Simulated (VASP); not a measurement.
All values below come from PBE GGA, VASP's PBE PAW potentials (set 64) (plane waves; VASP).

Input for VASP

**KPOINTS**
```
Automatic mesh
0
Gamma
6 6 1
0 0 0
```

### POSCAR
```
Se
1
    3.5139140000     0.0000000000     0.0000000000
   -1.7569570000     3.0431390000     0.0000000000
    0.0000000000     0.0000000000    15.2142590000
Se
2
Direct
  0.6675040000   0.3383460000   0.5416180000
  0.3324960000   0.6616540000   0.4583820000
```

**INCAR**
```
! general
SYSTEM   =  Se
PREC     =  Accurate
ENCUT    =  300
LREAL    =  F   ! projection in real space or not
LASPH    =  T   ! aspherical one-centre terms

! electronic loop
EDIFF    =  1E-6
NELM     =  100
ALGO     =  Normal
LMAXMIX  =  4   ! l cut-off of mixed one-centre charges

! smearing
ISMEAR   =  0
SIGMA    =  0.1   ! width (eV)

! functional
GGA      =  PE

! ions
ISIF     =  2

! output
LWAVE    =  F
LCHARG   =  F
```

POTCAR, in this order: Se (PBE.64 set). Program: vasp_std.

Output

OUTCAR:
```
 ion  position               nearest neighbor table
   1  0.668  0.338  0.542-   2 2.37   2 2.39   2 2.42
   2  0.332  0.662  0.458-   1 2.37   1 2.39   1 2.42
  LATTYP: Found a hexagonal cell.
 ALAT       =     3.5139140000
 C/A-ratio  =     4.3297186556
 Subroutine PRICEL returns:
 Original cell was already a primitive cell.
 Subroutine GETGRP returns: Found  2 space group operations
The static configuration has the point symmetry S_2 .
The dynamic configuration has the point symmetry S_2 .
 Subroutine INISYM returns: Found  2 space group operations
 Subroutine IBZKPT returns following result:
 Found     20 irreducible k-points:

 Following reciprocal coordinates:
            Coordinates               Weight
  0.000000  0.000000  0.000000      1.000000
  0.166667  0.000000  0.000000      2.000000
  0.000000  0.166667  0.000000      2.000000
 -0.166667  0.166667  0.000000      2.000000
  0.333333  0.000000  0.000000      2.000000
  0.000000  0.333333  0.000000      2.000000
 -0.333333  0.333333  0.000000      2.000000
  0.500000  0.000000  0.000000      1.000000
  0.000000  0.500000  0.000000      1.000000
  0.500000  0.500000  0.000000      1.000000
  0.166667  0.166667  0.000000      2.000000
 -0.166667  0.333333  0.000000      2.000000
 -0.333333  0.166667  0.000000      2.000000
  0.333333  0.166667  0.000000      2.000000
 -0.166667  0.500000  0.000000      2.000000
  0.500000  0.333333  0.000000      2.000000
 -0.333333  0.500000  0.000000      2.000000
  0.166667  0.333333  0.000000      2.000000
  0.500000 -0.166667  0.000000      2.000000
  0.333333  0.333333  0.000000      2.000000
   k-points           NKPTS =     20   k-points in BZ     NKDIM =     20   number of bands    NBANDS=     10
   number of dos      NEDOS =    301   number of ions     NIONS =      2
   total plane-waves  NPLWV =  36000
...
```

**OSZICAR**
```
       N       E                     dE             d eps       ncg     rms          rms(c)
DAV:   1     0.752181621419E+02    0.75218E+02   -0.31983E+03   400   0.559E+02
DAV:   2     0.138924497614E+01   -0.73829E+02   -0.71310E+02   658   0.126E+02
DAV:   3    -0.481853478617E+01   -0.62078E+01   -0.61052E+01   548   0.492E+01
DAV:   4    -0.490031175769E+01   -0.81777E-01   -0.81293E-01   526   0.589E+00
DAV:   5    -0.490133030213E+01   -0.10185E-02   -0.10179E-02   542   0.522E-01    0.802E+00
DAV:   6    -0.489490517618E+01    0.64251E-02   -0.85549E-03   486   0.604E-01    0.485E+00
DAV:   7    -0.489449148945E+01    0.41369E-03   -0.16639E-02   450   0.869E-01    0.966E-02
DAV:   8    -0.489453638111E+01   -0.44892E-04   -0.11218E-03   458   0.241E-01    0.418E-02
DAV:   9    -0.489459420361E+01   -0.57822E-04   -0.62276E-05   578   0.532E-02    0.206E-02
DAV:  10    -0.489465063371E+01   -0.56430E-04   -0.31775E-05   496   0.327E-02    0.633E-03
DAV:  11    -0.489469030932E+01   -0.39676E-04   -0.12933E-05   556   0.182E-02    0.403E-03
DAV:  12    -0.489472378678E+01   -0.33477E-04   -0.92360E-06   500   0.121E-02    0.226E-03
DAV:  13    -0.489473939476E+01   -0.15608E-04   -0.64932E-06   502   0.804E-03    0.139E-03
DAV:  14    -0.489474094324E+01   -0.15485E-05   -0.31887E-07   410   0.236E-03    0.661E-04
DAV:  15    -0.489474244858E+01   -0.15053E-05   -0.53382E-07   422   0.281E-03    0.539E-04
DAV:  16    -0.489474276820E+01   -0.31962E-06   -0.58432E-08   294   0.127E-03
   1 F= -.48947428E+01 E0= -.48884156E+01  d E =-.126543E-01
```

File OUTCAR:
```
------------------------ aborting loop because EDIFF is reached ----------------------------------------
  FORCE on cell =-STRESS in cart. coord.  units (eV):
  Direction    XX          YY          ZZ          XY          YZ          ZX
  --------------------------------------------------------------------------------------
  Total        4.4670618      5.0511575      4.2100106      0.0373318      0.7324836     -0.1599623
  in kB       43.9915051     49.7436639     41.4600714      0.3676421      7.2134793     -1.5753042
  external PRESSURE =      45.0650801 kB  Pullay stress =       0.0000000 kB
  volume of cell :      162.69
      direct lattice vectors                 reciprocal lattice vectors
     3.513914000  0.000000000  0.000000000     0.284582947  0.164304029  0.000000000
    -1.756957000  3.043139000  0.000000000     0.000000000  0.328608059  0.000000000
     0.000000000  0.000000000 15.214259000     0.000000000  0.000000000  0.065727815
 POSITION                                       TOTAL-FORCE (eV/Angst)
 -----------------------------------------------------------------------------------
      1.75109      1.02963      8.24032        -0.126306      0.578137      3.330220
      0.00586      2.01351      6.97394         0.126306     -0.578137     -3.330220
 -----------------------------------------------------------------------------------
    total drift:                                0.000000      0.000000     -0.000000
  FREE ENERGIE OF THE ION-ELECTRON SYSTEM (eV)
  ---------------------------------------------------
  free  energy   TOTEN  =        -4.8947427682 eV

  energy  without entropy=       -4.8820885018  energy(sigma->0) =       -4.88841563
```
(Selected blocks of OUTCAR.)

The cell holds a wide vacuum, so values per volume refer to the whole cell.

The cell is a sheet with vacuum, built from a generated structure.
